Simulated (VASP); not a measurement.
# LaBe (Pm-3m) in VASP: relaxation of the atoms with PBEsol

Aim: the relaxation of the atoms of LaBe with PBEsol.

Everything below comes from runs of VASP 6.6.1. Logs are shortened: lines on timing, memory, paths and dates and some standing lists are left out, and cuts for length are marked.

**1. The structure**

It takes space group Pm-3m (No. 221, cubic). Conventional cell: a = 3.599 Å, b = 3.599 Å, c = 3.599 Å, α = 90.00°, β = 90.00°, γ = 90.00°. La (site symmetry m-3m) is surrounded by 8 Be at 3.12 Å. Around Be (site symmetry m-3m) lie 8 La at 3.12 Å.

The cell was built by a generator and needn't be a form met in nature.

**2. Relaxation of the atoms, PBEsol**

INCAR

```
ALGO = Fast ; EDIFF = 1E-6
EDIFFG = -0.005 ; ENCUT = 520
GGA = PS ; IBRION = 2
ISIF = 2 ; ISMEAR = 1
LASPH = T ; LCHARG = F
LREAL = F ; LWAVE = F
NELM = 100 ; NSW = 60
PREC = Accurate ; SIGMA = 0.2
```

KPOINTS

```
k-points
0
Gamma
  7 7 7
```

POSCAR

```
LaBe
1.0
    3.5986300000      0.0000000000      0.0000000000
    0.0000000000      3.5986300000      0.0000000000
    0.0000000000      0.0000000000      3.5986300000
La Be
1 1
Direct
    0.0000000000      0.0000000000      0.0000000000
    0.5000000000      0.5000000000      0.5000000000
```

Potentials or basis: VASP PAW PBE potentials, release 64 (La, Be).

Run with:

```sh
cat potpaw_PBE.64/La/POTCAR potpaw_PBE.64/Be/POTCAR > POTCAR
mpirun -np 1 vasp_std > vasp.out
```

OUTCAR:

```text
EDIFF = 1E-6
   EDIFFG = -0.005
   ENCUT = 520
   GGA = PS
   IBRION = 2
   ISIF = 2
   ISMEAR = 1
   LASPH = T
   LREAL = F
   NELM = 100
   NSW = 60
   PREC = Accurate

 ion  position               nearest neighbor table
   1  0.000  0.000  0.000-
   2  0.500  0.500  0.500-

  LATTYP: Found a simple cubic cell.
 ALAT       =     3.5986300000

  Lattice vectors:

 A1 = (   3.5986300000,   0.0000000000,   0.0000000000)
 A2 = (   0.0000000000,   3.5986300000,   0.0000000000)
 A3 = (   0.0000000000,   0.0000000000,   3.5986300000)

Analysis of symmetry for initial positions (statically):
=====================================================================
 Subroutine PRICEL returns:
 Original cell was already a primitive cell.

 Routine SETGRP: Setting up the symmetry group for a
 simple cubic supercell.

 Subroutine GETGRP returns: Found 48 space group operations
 (whereof 48 operations were pure point group operations)
 out of a pool of 48 trial point group operations.

The static configuration has the point symmetry O_h .

Analysis of symmetry for dynamics (positions and initial velocities):
=====================================================================
 Subroutine PRICEL returns:
 Original cell was already a primitive cell.

 Routine SETGRP: Setting up the symmetry group for a
 simple cubic supercell.

 Subroutine GETGRP returns: Found 48 space group operations
 (whereof 48 operations were pure point group operations)
 out of a pool of 48 trial point group operations.

The dynamic configuration has the point symmetry O_h .

 Subroutine INISYM returns: Found 48 space group operations
 (whereof 48 operations are pure point group operations),
 and found     1 'primitive' translations

----------------------------------------------------------------------------------------

                                     Primitive cell

  volume of cell :      46.6028

  direct lattice vectors                    reciprocal lattice vectors
     3.598630000  0.000000000  0.000000000     0.277883528  0.000000000  0.000000000
     0.000000000  3.598630000  0.000000000     0.000000000  0.277883528  0.000000000
     0.000000000  0.000000000  3.598630000     0.000000000  0.000000000  0.277883528

  length of vectors
     3.598630000  3.598630000  3.598630000     0.277883528  0.277883528  0.277883528

  position of ions in fractional coordinates (direct lattice)
     0.000000000  0.000000000  0.000000000
     0.500000000  0.500000000  0.500000000
[... 82 lines left out ...]
   PSTRESS=    0.0 pullay stress
   NELECT =      13.0000    total number of electrons
   NUPDOWN=      -1.0000    fix difference up-down
   EMIN   =  10.00;   EMAX   =-10.00  energy-range for DOS
   EFERMI =   0.00;   METHOD = LEGACY
   ISMEAR =     1;   SIGMA  =   0.20  broadening in eV -4-tet -1-fermi 0-gaus
   EFERMI_NEDOS =   21; number of points for ismear=-14 and -15
   IALGO  =     68    algorithm
   IMIX   =      4    mixing-type and parameters
     AMIX     =   0.40;   BMIX     =  1.00
     AMIX_MAG =   1.60;   BMIX_MAG =  1.00
  volume/ion in A,a.u.               =      23.30       157.25
  Fermi-wavevector in a.u.,A,eV,Ry     =   1.069676  2.021394 15.567866  1.144206
  Thomas-Fermi vector in A             =   2.205362
   LORBIT       =      0    0 simple, 1 ext, 2 COOP (PROOUT), +10 PAW based schemes
   GGA     = PS    functional components
   LHFCALC =     F    Hartree Fock is set to
   AEXX    =    0.0000 exact exchange contribution
   IVDW    =     0    specifies the selected vdW correction
   LEPSILON=     F    determine dielectric tensor
   LRPA    =     F    only Hartree local field effects (RPA)
 conjugate gradient relaxation of ions
 non-spin polarized calculation
 RMM-DIIS sequential band-by-band and
 Methfessel and Paxton  Order N= 1 SIGMA  =   0.20
  energy-cutoff  :      520.00
  volume of cell :       46.60
 maximum number of plane-waves:      1273
 NGX is ok and might be reduce to    28
   NGX = 13   NGY = 13   NGZ = 13

 number of electron      13.0000001 magnetization

 Free energy of the ion-electron system (eV)
  ---------------------------------------------------
  ext. energy  EPLUGINS =         0.00000000
  ---------------------------------------------------
  free energy    TOTEN  =        -8.83632290 eV

  energy without entropy =       -8.83662079  energy(sigma->0) =       -8.83642220

 E-fermi :   6.9042     XC(G=0):  -9.8285

 val. band max:        6.8557300742   @ k =   0.2857   0.0000   0.0000
 cond. band min:       6.9174203719   @ k =   0.1429   0.1429   0.1429
 fundamental gap:      0.0616902977
 Fermi energy:         6.9041539906

 k-point     1 :       0.0000    0.0000    0.0000
  band No.  band energies     occupation
      1     -25.4972      2.00000
      2      -8.6975      2.00000
      3      -8.6975      2.00000
      4      -8.6975      2.00000
      5       1.8842      2.00000
      6       6.3992      2.00207
      7       6.3992      2.00207
      8       8.9761     -0.00000
      9       8.9793     -0.00000
     10       9.0138     -0.00000
[... 235 lines left out ...]
 k-point    20 :       0.4286    0.4286    0.4286
  band No.  band energies     occupation
      1     -25.1987      2.00000
      2      -9.4425      2.00000
      3      -9.4304      2.00000
      4      -9.4304      2.00000
      5       4.4910      2.00000
      6       4.8548      2.00000
      7       4.8548      2.00000
      8       7.1607     -0.06996
      9       9.3356     -0.00000
     10       9.3609     -0.00000

------------------------ aborting loop because EDIFF is reached ----------------------------------------

  FORCE on cell =-STRESS in cart. coord.  units (eV):
  Direction    XX          YY          ZZ          XY          YZ          ZX
  --------------------------------------------------------------------------------------
  -------------------------------------------------------------------------------------
  Total       -0.5381048     -0.5381048     -0.5381048      0.0000000     -0.0000000      0.0000000
  in kB      -18.4997499    -18.4997499    -18.4997499      0.0000000     -0.0000000      0.0000000
  external PRESSURE =     -18.4997499 kB  Pullay stress =       0.0000000 kB

 VOLUME and BASIS-vectors are now :
 -----------------------------------------------------------------------------
  energy-cutoff  :      520.00
  volume of cell :       46.60
      direct lattice vectors                 reciprocal lattice vectors
     3.598630000  0.000000000  0.000000000     0.277883528  0.000000000  0.000000000
     0.000000000  3.598630000  0.000000000     0.000000000  0.277883528  0.000000000
     0.000000000  0.000000000  3.598630000     0.000000000  0.000000000  0.277883528

 POSITION                                       TOTAL-FORCE (eV/Angst)
 -----------------------------------------------------------------------------------
      0.00000      0.00000      0.00000         0.000000      0.000000      0.000000
      1.79931      1.79931      1.79931         0.000000      0.000000      0.000000
 -----------------------------------------------------------------------------------
    total drift:                               -0.000000     -0.000000     -0.000000

  FREE ENERGIE OF THE ION-ELECTRON SYSTEM (eV)
  ---------------------------------------------------
  free  energy   TOTEN  =        -8.8363229015 eV

  energy  without entropy=       -8.8366207934  energy(sigma->0) =       -8.83642220

 reached required accuracy - stopping structural energy minimisation
```

OSZICAR:

```text
N       E                     dE             d eps       ncg     rms          rms(c)
DAV:   1     0.108334787017E+03    0.10833E+03   -0.44571E+03   400   0.156E+03
DAV:   2    -0.199401394826E+01   -0.11033E+03   -0.10890E+03   632   0.228E+02
DAV:   3    -0.840516709149E+01   -0.64112E+01   -0.63677E+01   560   0.933E+01
[... 13 lines left out ...]
RMM:  17    -0.883631761942E+01   -0.21071E-05   -0.25866E-05   404   0.448E-02    0.335E-03
RMM:  18    -0.883631971637E+01   -0.20969E-05   -0.22090E-05   390   0.422E-02    0.316E-03
RMM:  19    -0.883632104432E+01   -0.13280E-05   -0.14559E-05   378   0.372E-02    0.325E-03
RMM:  20    -0.883632232823E+01   -0.12839E-05   -0.13032E-05   364   0.348E-02    0.336E-03
RMM:  21    -0.883632290148E+01   -0.57325E-06   -0.74695E-06   354   0.327E-02
   1 F= -.88363229E+01 E0= -.88364222E+01  d E =-.883632E+01
```

CONTCAR:

```text
LaBe
   1.00000000000000
     3.5986300000000000    0.0000000000000000    0.0000000000000000
     0.0000000000000000    3.5986300000000000    0.0000000000000000
     0.0000000000000000    0.0000000000000000    3.5986300000000000
  La              Be
     1     1
Direct
     0.0000000000000000    0.0000000000000000    0.0000000000000000
     0.5000000000000000    0.5000000000000000    0.5000000000000000

  0.00000000E+00  0.00000000E+00  0.00000000E+00
  0.00000000E+00  0.00000000E+00  0.00000000E+00
```

Run time: 12 s. Hardware: 1 thread of Intel Xeon 6975P-C (Granite Rapids), shared host; peak memory 0.16 GiB.

Results:

| Quantity | Value |
| --- | --- |
| Free energy | -8.8363 eV |
| Pressure after relaxing | -1.8 GPa |
| Band gap on the k mesh | none (metal or under the smearing width) |

Final structure:
```cif
data_structure
_symmetry_space_group_name_H-M 'P 1'
_symmetry_Int_Tables_number 1
_cell_length_a 3.5986
_cell_length_b 3.5986
_cell_length_c 3.5986
_cell_angle_alpha 90.000
_cell_angle_beta 90.000
_cell_angle_gamma 90.000
_cell_volume 46.60
loop_
_atom_site_label
_atom_site_type_symbol
_atom_site_fract_x
_atom_site_fract_y
_atom_site_fract_z
_atom_site_occupancy
La1 La 0.00000 0.00000 0.00000 1
Be1 Be 0.50000 0.50000 0.50000 1
```

Levels at points of the mesh, in eV from the Fermi level:
```tsv
k point	band 4	band 5	band 6	band 7	band 8	band 9
(0.00, 0.00, 0.00)	-15.60	-5.02	-0.50	-0.50	2.07	2.08
```

Caveat: the relaxation stopped at its first step, so nothing moved; the PAW data sets were made with another functional, which shifts forces and pressure a little. The run has no spin-orbit coupling, so splittings on La are missing.

**3. The reference run**

An earlier run on the cell as given: functional PBE; potentials or basis VASP PAW PBE potentials, release 64 (La, Be); cutoff 520 eV; k mesh 7 × 7 × 7; occupations fermi-dirac, width 0.05 eV; no spin polarisation.

- Pressure: 0.2 GPa
- Band gap on the k mesh: none (metal or under the smearing width)
